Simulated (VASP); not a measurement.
VASP ran on this input.

INCAR:
```
SYSTEM = TaC
PREC = Accurate
ENCUT = 620
EDIFF = 1E-6
NELM = 100
ALGO = Normal
LREAL = .FALSE.
LASPH = .TRUE.
ISMEAR = 1
SIGMA = 0.1
GGA = PS
LMAXMIX = 6
LWAVE = .FALSE.
LCHARG = .FALSE.
IBRION = 2
ISIF = 3
NSW = 40
EDIFFG = -0.02
PSTRESS = 50
```

File POSCAR:
```
TaC
1
    0.0000000000     2.2217117846     2.2217117846
    2.2217117846     0.0000000000     2.2217117846
    2.2217117846     2.2217117846     0.0000000000
Ta C
1 1
Direct
  0.0000000000   0.0000000000   0.0000000000
  0.5000000000   0.5000000000   0.5000000000
```

### KPOINTS
```
Automatic mesh
0
gamma
14 14 14
```

POTCAR, in this order: Ta_pv C (PBE.64 set). Program: vasp_std.

Write an equivalent input for Quantum ESPRESSO's pw.x.

One equivalent input (not run):
```
&CONTROL
  calculation = 'vc-relax'
  pseudo_dir = './pseudo'
  outdir = './out'
  tprnfor = .true.
  tstress = .true.
  nstep = 40
  forc_conv_thr = 0.00078
/
&SYSTEM
  ibrav = 0
  nat = 2
  ntyp = 2
  ecutwfc = 82
  occupations = 'smearing'
  smearing = 'methfessel-paxton'
  degauss = 0.00735
  input_dft = 'pbesol'
/
&ELECTRONS
  conv_thr = 7.3e-08
  electron_maxstep = 100
/
&IONS
/
&CELL
  press = 50
/
ATOMIC_SPECIES
  Ta 180.948 Ta.upf
  C 12.011 C.upf
CELL_PARAMETERS angstrom
     0.0000000    2.2217118    2.2217118
     2.2217118    0.0000000    2.2217118
     2.2217118    2.2217118    0.0000000
ATOMIC_POSITIONS crystal
  Ta   0.0000000  0.0000000  0.0000000
  C    0.5000000  0.5000000  0.5000000
K_POINTS automatic
  14 14 14 0 0 0
```
What does not carry over: the potentials are each code's own (VASP's PAW set, PseudoDojo norm-conserving files in pw.x), so ENCUT and ecutwfc are chosen apart and not converted; conv_thr bounds pw.x's estimated SCF error, while EDIFF bounds the energy change between steps; forc_conv_thr acts on force components and is met together with etot_conv_thr.

The compound is TaC in the rock salt structure. This run relaxes it under an external pressure of 5 GPa. Symmetry was kept, so distortions that lower it aren't found.
